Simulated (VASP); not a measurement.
These are PBE GGA, VASP's PBE PAW potentials (set 64) (plane waves; VASP 6.6.1) values and carry that method's errors.

VASP ran on this input.

### INCAR
```
SYSTEM = CeO2
PREC = Accurate
ENCUT = 520
EDIFF = 1E-6
NELM = 100
ALGO = Normal
LREAL = .FALSE.
LASPH = .TRUE.
ISMEAR = 0
SIGMA = 0.05
GGA = PE
LMAXMIX = 6
LWAVE = .FALSE.
LCHARG = .TRUE.
```

**POSCAR**
```
CeO2
1
    0.0000000000     2.7318243075     2.7318243075
    2.7318243075     0.0000000000     2.7318243075
    2.7318243075     2.7318243075     0.0000000000
Ce O
1 2
Direct
  0.0000000000   0.0000000000   0.0000000000
  0.2500000000   0.2500000000   0.2500000000
  0.7500000000   0.7500000000   0.7500000000
```

File KPOINTS:
```
kpoints
0
gamma
  6 6 6
```

POTCAR, in this order: Ce O (PBE.64 set). Program: vasp_std.

Problem. Estimate the energy per atom (σ→0).

Solution. 
```
Item                            Value
---------------------  --------------
energy per atom (σ→0)  -8.743 eV/atom
```

**OSZICAR**
```
...
DAV:  14    -0.262301966573E+02    0.36150E-02   -0.57499E-02   784   0.222E+00    0.217E-01
DAV:  15    -0.262300117989E+02    0.18486E-03   -0.36234E-03   784   0.571E-01    0.575E-02
DAV:  16    -0.262299936785E+02    0.18120E-04   -0.57981E-04   680   0.237E-01    0.333E-02
DAV:  17    -0.262300002261E+02   -0.65476E-05   -0.31523E-04   760   0.176E-01    0.285E-02
DAV:  18    -0.262299930220E+02    0.72040E-05   -0.20119E-05   808   0.411E-02    0.171E-02
DAV:  19    -0.262299883722E+02    0.46499E-05   -0.27306E-05   760   0.474E-02    0.273E-03
DAV:  20    -0.262299879449E+02    0.42730E-06   -0.16715E-06   408   0.135E-02
   1 F= -.26229988E+02 E0= -.26229988E+02  d E =-.171232E-11
```

The compound is CeO2 in the fluorite structure. It was relaxed first. The run is not spin-polarised, so no magnetic state was tried.
